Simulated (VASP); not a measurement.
# ZrAs (relaxed from the CsCl type structure, space group Pm-3m): computed properties

Level of theory: r2SCAN meta-GGA, VASP's PBE PAW potentials (set 64) (plane waves; VASP 6.6.1).

```
Property                                                                                               Result
----------------------------------  -------------------------------------------------------------------------
space group                                                                                       Pm-3m (221)
cell                                a = 3.354 Å, b = 3.354 Å, c = 3.354 Å, α = 90.00°, β = 90.00°, γ = 90.00°
volume per atom                                                                                 18.87 Å³/atom
band gap (over mesh and band path)                                   none (metal, semimetal or under 0.01 eV)
density                                                                                            7.31 g/cm³
```

```xyz
2
Lattice="3.3543 0.0000 0.0000 0.0000 3.3543 0.0000 0.0000 0.0000 3.3543" Properties=species:S:1:pos:R:3 pbc="T T T"
Zr     0.0000     0.0000     0.0000
As     1.6771     1.6771     1.6771
```

The structure was generated: ZrAs was put into the CsCl type type (Pm-3m), which need not be its known phase. It was relaxed first, which changed the volume by -32 %. Symmetry was kept, so distortions that lower it aren't found. The electron count is odd and the run is not spin-polarised, which forces a metal.
